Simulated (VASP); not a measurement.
Level of theory: r2SCAN+rVV10, VASP's PBE PAW potentials (set 64) (plane waves; VASP).

The input files of a VASP run:

**POSCAR**
```
C bilayer
1
    2.4581219515     0.0000000000     0.0000000000
   -1.2290609758     2.1287955657    -0.0000000000
    0.0000000000     0.0000000000    19.3845863927
C
4
Direct
  1.0000000000   0.0000000000   0.4133820980
  0.6666670000   0.3333330000   0.4133007160
  0.0000000000   1.0000000000   0.5866179020
  0.3333330000   0.6666670000   0.5866992840
```

File KPOINTS:
```
Automatic mesh
0
Gamma
13 13 1
0 0 0
```

### INCAR
```
SYSTEM = C bilayer
PREC = Accurate
ENCUT = 520
EDIFF = 1E-6
NELM = 100
ALGO = Normal
LREAL = .FALSE.
LASPH = .TRUE.
ISMEAR = 1
SIGMA = 0.1
METAGGA = R2SCAN
LUSE_VDW = .TRUE.
BPARAM = 11.95
CPARAM = 0.0093
LMIXTAU = .TRUE.
LWAVE = .FALSE.
LCHARG = .FALSE.
IBRION = 2
ISIF = 4
NSW = 60
EDIFFG = -0.02
```

POTCAR, in this order: C (PBE.64 set). Program: vasp_std.

Output

OSZICAR:
```
       N       E                     dE             d eps       ncg     rms          rms(c)
DAV:   1     0.111562706163E+03    0.11156E+03   -0.68116E+03   504   0.107E+03
DAV:   2    -0.325875520303E+02   -0.14415E+03   -0.13135E+03   840   0.232E+02
DAV:   3    -0.448686661986E+02   -0.12281E+02   -0.12167E+02   596   0.780E+01
DAV:   4    -0.451408019274E+02   -0.27214E+00   -0.27123E+00   636   0.144E+01
DAV:   5    -0.451498279162E+02   -0.90260E-02   -0.90111E-02   648   0.248E+00    0.826E+00
DAV:   6    -0.422455739470E+02    0.29043E+01   -0.19659E+00   584   0.104E+01    0.591E+00
DAV:   7    -0.393630427193E+02    0.28825E+01   -0.71883E-01   632   0.694E+00    0.136E+00
DAV:   8    -0.416974097162E+02   -0.23344E+01   -0.74929E-01   564   0.726E+00    0.161E+00
DAV:   9    -0.404957305434E+02    0.12017E+01   -0.15359E-01   612   0.403E+00    0.514E-01
DAV:  10    -0.401527427275E+02    0.34299E+00   -0.27979E-02   560   0.232E+00    0.286E-01
DAV:  11    -0.401846219456E+02   -0.31879E-01   -0.19905E-02   620   0.200E+00    0.123E-01
DAV:  12    -0.392326159179E+02    0.95201E+00   -0.19819E-01   580   0.383E+00    0.204E-01
DAV:  13    -0.392353987388E+02   -0.27828E-02   -0.28180E-03   564   0.556E-01    0.223E-01
DAV:  14    -0.392577429300E+02   -0.22344E-01   -0.40761E-03   528   0.832E-01    0.236E-01
DAV:  15    -0.392220248922E+02    0.35718E-01   -0.10169E-02   540   0.124E+00    0.218E-01
DAV:  16    -0.392768935101E+02   -0.54869E-01   -0.18995E-02   504   0.162E+00    0.124E-01
DAV:  17    -0.393033740378E+02   -0.26481E-01   -0.25671E-02   552   0.158E+00    0.154E-01
DAV:  18    -0.392883002065E+02    0.15074E-01   -0.48715E-03   540   0.730E-01    0.206E-01
DAV:  19    -0.392825572254E+02    0.57430E-02   -0.53213E-04   516   0.272E-01    0.203E-01
DAV:  20    -0.392582876533E+02    0.24270E-01   -0.41836E-03   576   0.637E-01    0.166E-01
DAV:  21    -0.392629926668E+02   -0.47050E-02   -0.12138E-03   568   0.319E-01    0.907E-02
DAV:  22    -0.392693708390E+02   -0.63782E-02   -0.39802E-04   556   0.177E-01    0.649E-02
DAV:  23    -0.392780748891E+02   -0.87041E-02   -0.46274E-04   564   0.206E-01    0.364E-02
DAV:  24    -0.392894737982E+02   -0.11399E-01   -0.12721E-03   564   0.303E-01    0.691E-02
DAV:  25    -0.392949280043E+02   -0.54542E-02   -0.37247E-04   556   0.202E-01    0.588E-02
DAV:  26    -0.392996748214E+02   -0.47468E-02   -0.76227E-04   552   0.296E-01    0.312E-02
DAV:  27    -0.393002152155E+02   -0.54039E-03   -0.78865E-05   612   0.973E-02    0.256E-02
DAV:  28    -0.393000594730E+02    0.15574E-03   -0.27798E-04   516   0.174E-01    0.207E-02
DAV:  29    -0.392967208224E+02    0.33387E-02   -0.96174E-04   504   0.374E-01    0.131E-02
DAV:  30    -0.392967058225E+02    0.15000E-04   -0.22105E-05   624   0.598E-02    0.128E-02
DAV:  31    -0.392964005064E+02    0.30532E-03   -0.41819E-06   564   0.300E-02    0.134E-02
DAV:  32    -0.392971879372E+02   -0.78743E-03   -0.29180E-05   540   0.665E-02    0.123E-02
DAV:  33    -0.392964273955E+02    0.76054E-03   -0.12198E-05   540   0.421E-02    0.883E-03
DAV:  34    -0.392977522072E+02   -0.13248E-02   -0.34830E-04   504   0.285E-01    0.531E-03
DAV:  35    -0.392986594785E+02   -0.90727E-03   -0.87300E-05   512   0.139E-01    0.386E-03
DAV:  36    -0.392991862813E+02   -0.52680E-03   -0.50157E-05   516   0.110E-01    0.322E-03
DAV:  37    -0.392991630568E+02    0.23224E-04   -0.44902E-06   588   0.250E-02    0.296E-03
DAV:  38    -0.392994826682E+02   -0.31961E-03   -0.33890E-05   504   0.901E-02    0.289E-03
DAV:  39    -0.393000353003E+02   -0.55263E-03   -0.98165E-05   504   0.147E-01    0.180E-03
DAV:  40    -0.393000422885E+02   -0.69882E-05   -0.10881E-06   496   0.108E-02    0.168E-03
DAV:  41    -0.393000227360E+02    0.19552E-04   -0.12645E-06   468   0.159E-02    0.158E-03
DAV:  42    -0.393004071066E+02   -0.38437E-03   -0.33963E-05   504   0.829E-02    0.119E-03
DAV:  43    -0.393005445275E+02   -0.13742E-03   -0.26082E-05   532   0.605E-02    0.192E-03
DAV:  44    -0.393005401346E+02    0.43928E-05   -0.57076E-07   412   0.896E-03    0.134E-03
DAV:  45    -0.393005394574E+02    0.67723E-06   -0.49403E-07   356   0.936E-03
   1 F= -.39300539E+02 E0= -.39300608E+02  d E =-.393005E+02
       N       E                     dE             d eps       ncg     rms          rms(c)
DAV:   1    -0.393006760980E+02   -0.13596E-03   -0.16088E-02   516   0.119E+00    0.424E-02
DAV:   2    -0.393003278260E+02    0.34827E-03   -0.19794E-04   512   0.147E-01    0.255E-02
DAV:   3    -0.393003040491E+02    0.23777E-04   -0.17914E-04   516   0.160E-01    0.671E-03
DAV:   4    -0.393005615376E+02   -0.25749E-03   -0.76578E-05   532   0.122E-01    0.411E-03
DAV:   5    -0.393005879391E+02   -0.26401E-04   -0.98390E-06   572   0.387E-02    0.187E-03
DAV:   6    -0.393005691386E+02    0.18801E-04   -0.41806E-06   512   0.245E-02    0.696E-04
DAV:   7    -0.393005918589E+02   -0.22720E-04   -0.24855E-06   504   0.202E-02    0.460E-04
DAV:   8    -0.393006009986E+02   -0.91397E-05   -0.11344E-06   488   0.115E-02    0.351E-04
DAV:   9    -0.393006043169E+02   -0.33183E-05   -0.76557E-07   396   0.110E-02    0.197E-04
DAV:  10    -0.393006081314E+02   -0.38145E-05   -0.38588E-07   400   0.540E-03    0.112E-04
DAV:  11    -0.393006089291E+02   -0.79769E-06   -0.17137E-07   392   0.362E-03
   2 F= -.39300609E+02 E0= -.39300678E+02  d E =-.694716E-04
       N       E                     dE             d eps       ncg     rms          rms(c)
DAV:   1    -0.393006269899E+02   -0.18859E-04   -0.10020E-03   540   0.296E-01    0.107E-02
DAV:   2    -0.393006137214E+02    0.13269E-04   -0.11059E-05   532   0.329E-02    0.638E-03
DAV:   3    -0.393006103038E+02    0.34176E-05   -0.81373E-06   552   0.285E-02    0.175E-03
DAV:   4    -0.393006179261E+02   -0.76223E-05   -0.20765E-06   532   0.192E-02    0.104E-03
DAV:   5    -0.393006204449E+02   -0.25188E-05   -0.28870E-07   356   0.684E-03    0.493E-04
DAV:   6    -0.393006198293E+02    0.61563E-06   -0.40319E-07   344   0.741E-03
   3 F= -.39300620E+02 E0= -.39300688E+02  d E =-.803718E-04
```

OUTCAR:
```
------------------------ aborting loop because EDIFF is reached ----------------------------------------
  FORCE on cell =-STRESS in cart. coord.  units (eV):
  Direction    XX          YY          ZZ          XY          YZ          ZX
  --------------------------------------------------------------------------------------
  Total       -0.0145219     -0.0145219     -0.0006023      0.0000000     -0.0000000     -0.0000000
  in kB       -0.2293725     -0.2293724     -0.0095135      0.0000000     -0.0000000     -0.0000000
  external PRESSURE =      -0.1560862 kB  Pullay stress =       0.0000000 kB
  volume of cell :      101.44
      direct lattice vectors                 reciprocal lattice vectors
     2.457451376  0.000000000 -0.000000000     0.406925651  0.234938688  0.000000000
    -1.228725688  2.128214831  0.000000000    -0.000000000  0.469877376 -0.000000000
    -0.000000000  0.000000000 19.395166944     0.000000000 -0.000000000  0.051559237
 POSITION                                       TOTAL-FORCE (eV/Angst)
 -----------------------------------------------------------------------------------
     -1.22873      2.12821      8.01649        -0.000000     -0.000000      0.001642
      1.22873      0.70940      8.01677        -0.000000     -0.000000     -0.011122
     -0.00000      0.00000     11.37867         0.000000      0.000000     -0.001642
     -0.00000      1.41881     11.37840         0.000000      0.000000      0.011122
 -----------------------------------------------------------------------------------
    total drift:                                0.000000     -0.000000      0.000000
  FREE ENERGIE OF THE ION-ELECTRON SYSTEM (eV)
  ---------------------------------------------------
  free  energy   TOTEN  =       -39.3006198293 eV

  energy  without entropy=      -39.3008256721  energy(sigma->0) =      -39.30068844

 reached required accuracy - stopping structural energy minimisation
```
(Selected blocks of OUTCAR.)

### CONTCAR
```
C bilayer
   1.00000000000000
     2.4574513758877861    0.0000000000000464   -0.0000000000000000
    -1.2287256879938391    2.1282148311057729    0.0000000000000000
    -0.0000000000000000    0.0000000000000000   19.3951669443409607
  C
     4
Direct
     0.0000000000000000    1.0000000000000000    0.4133243190549107
     0.6666669999999968    0.3333330000000032    0.4133385607839928
     0.0000000000000000    0.0000000000000000    0.5866756809450893
     0.3333330000000032    0.6666669999999968    0.5866614392160071
```

The cell holds a wide vacuum, so values per volume refer to the whole cell.

The cell is a sheet with vacuum, built from a generated structure.
